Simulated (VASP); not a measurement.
Method: PBE GGA, VASP's PBE PAW potentials (set 64) (plane waves; VASP).

Input for VASP

KPOINTS:
```
Automatic mesh
0
Gamma
6 6 6
0.5 0.5 0.5
```

**INCAR**
```
SYSTEM = Sb
PREC = Accurate; ENCUT = 300; LREAL = F
LASPH = T
EDIFF = 1E-6; NELM = 100; ALGO = Normal
LMAXMIX = 4
ISMEAR = 1; SIGMA = 0.272
GGA = PE
ISIF = 2
LWAVE = F; LCHARG = F
```

**POSCAR**
```
Sb
4.5812080
  0.4752163621   0.2743662807   0.8359978416
 -0.4752163621   0.2743662807   0.8359978416
  0.0000000000  -0.5487325614   0.8359978416
Sb
2
Direct
  0.2682600000   0.2682600000   0.2682600000
  0.7317400000   0.7317400000   0.7317400000
```

POTCAR, in this order: Sb (PBE.64 set). Program: vasp_std.

What VASP printed:

OSZICAR:
```
       N       E                     dE             d eps       ncg     rms          rms(c)
DAV:   1     0.251574988504E+02    0.25157E+02   -0.29011E+03   504   0.567E+02
DAV:   2    -0.727185488026E+01   -0.32429E+02   -0.31554E+02   678   0.101E+02
DAV:   3    -0.828905555838E+01   -0.10172E+01   -0.10128E+01   603   0.219E+01
DAV:   4    -0.829580917424E+01   -0.67536E-02   -0.67523E-02   608   0.225E+00
DAV:   5    -0.829586665102E+01   -0.57477E-04   -0.57477E-04   590   0.183E-01    0.289E+00
DAV:   6    -0.829499079769E+01    0.87585E-03   -0.22887E-03   557   0.417E-01    0.175E+00
DAV:   7    -0.829441326408E+01    0.57753E-03   -0.59203E-03   529   0.652E-01    0.814E-02
DAV:   8    -0.829453182995E+01   -0.11857E-03   -0.15527E-04   571   0.934E-02    0.206E-02
DAV:   9    -0.829455963087E+01   -0.27801E-04   -0.37350E-05   517   0.458E-02    0.550E-03
DAV:  10    -0.829456021592E+01   -0.58505E-06   -0.30824E-06   593   0.115E-02
   1 F= -.82945602E+01 E0= -.82936287E+01  d E =-.279442E-02
```

File OUTCAR:
```
------------------------ aborting loop because EDIFF is reached ----------------------------------------
  FORCE on cell =-STRESS in cart. coord.  units (eV):
  Direction    XX          YY          ZZ          XY          YZ          ZX
  --------------------------------------------------------------------------------------
  Total        0.4495102      0.4495102      0.2512464     -0.0000000      0.0000000      0.0000000
  in kB       11.4533252     11.4533240      6.4016487     -0.0000000      0.0000000      0.0000000
  external PRESSURE =       9.7694326 kB  Pullay stress =       0.0000000 kB
  volume of cell :       62.88
      direct lattice vectors                 reciprocal lattice vectors
     2.177065000  1.256929000  3.829880000     0.229667006  0.132598314  0.087034929
    -2.177065000  1.256929000  3.829880000    -0.229667006  0.132598314  0.087034929
     0.000000000 -2.513858000  3.829880000     0.000000000 -0.265196629  0.087034929
 POSITION                                       TOTAL-FORCE (eV/Angst)
 -----------------------------------------------------------------------------------
      0.00000      0.00000      3.08221         0.000000      0.000000     -0.152296
      0.00000      0.00000      8.40743         0.000000      0.000000      0.152296
 -----------------------------------------------------------------------------------
    total drift:                                0.000000      0.000000     -0.000000
  FREE ENERGIE OF THE ION-ELECTRON SYSTEM (eV)
  ---------------------------------------------------
  free  energy   TOTEN  =        -8.2945602159 eV

  energy  without entropy=       -8.2917657942  energy(sigma->0) =       -8.29362874
```
(Selected blocks of OUTCAR.)

The structure comes from a computed database's Sb entry; how it stands against other phases isn't given here. The cell was not relaxed at this level.
